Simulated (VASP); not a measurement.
Ba2LuSi2: single point with PBE

Ba2LuSi2:

```xyz
5
Lattice="-0.0437 4.7370 0.0519 4.7277 -0.0437 0.0475 2.2844 2.2837 -5.6321" Properties=species:S:1:pos:R:3 pbc="T T T"
Si    2.4041    2.3369   -1.4151
Si    4.6785    4.6299   -4.0790
Lu    2.2316    6.9891   -5.5307
Ba    2.2888    4.6494   -2.7460
Ba    4.6645    2.2223   -2.7290
```

The cell was built by a generator and needn't be a form met in nature.

```yaml
Program: VASP 6.6.1
Task: single point
Functional: PBE
Potentials_or_basis: VASP PAW PBE potentials, release 64 (Si, Lu, Ba_sv)
Cutoff: 520 eV
k_mesh: 4 × 4 × 3
Occupations: fermi-dirac, width 0.1 eV
Spin: no spin polarisation
```

```yaml
Pressure: 20.4 GPa
Largest_force: 5.749 eV/Å
Band_gap_on_the_k_mesh: none (metal or under the smearing width)
```

Forces in eV/Å, atoms in the order of the input:
```
Si  -1.048 -0.571  5.624
Si  -0.017 -0.189 -5.437
Lu  -0.140 -0.095 -0.026
Ba  -0.024  0.750  0.005
Ba   1.229  0.105 -0.165
```

Stress tensor (GPa, compression positive):
```
22.86 -0.48 -1.88
-0.48 21.82 -0.85
-1.88 -0.85 16.41
```

Levels at points of the mesh, in eV from the Fermi level:
```csv
k point,band 23,band 24,band 25,band 26,band 27,band 28,band 29,band 30,band 31,band 32
"(0.00, 0.00, 0.00)",-2.30,-2.26,-0.71,-0.61,-0.52,0.82,0.97,1.11,1.90,2.17
"(0.50, 0.00, 0.00)",-1.95,-1.63,-0.95,-0.38,-0.21,0.99,1.01,1.51,1.93,2.47
"(0.00, 0.50, 0.00)",-1.88,-1.71,-0.99,-0.36,-0.16,0.93,1.03,1.53,1.88,2.49
"(0.50, 0.50, 0.00)",-1.86,-1.80,-0.80,-0.17,0.33,0.62,1.09,1.30,1.40,2.21
```

Wall time 7.9 min on 1 thread of Intel(R) Xeon(R) Platinum 8488C (Sapphire Rapids), with other jobs on the host, peak memory 0.33 GiB.

Caveat: the k mesh is coarse (spacing up to 0.37 Å⁻¹), so the values aren't converged; so large a pressure means that the cell lies far from this level's equilibrium, or that cutoff or potentials fall short; forces of over 1 eV/Å show positions far from the minimum, so gaps and moduli don't describe the material at rest. Spin-orbit coupling is left out, which matters for the levels of Ba, Lu.
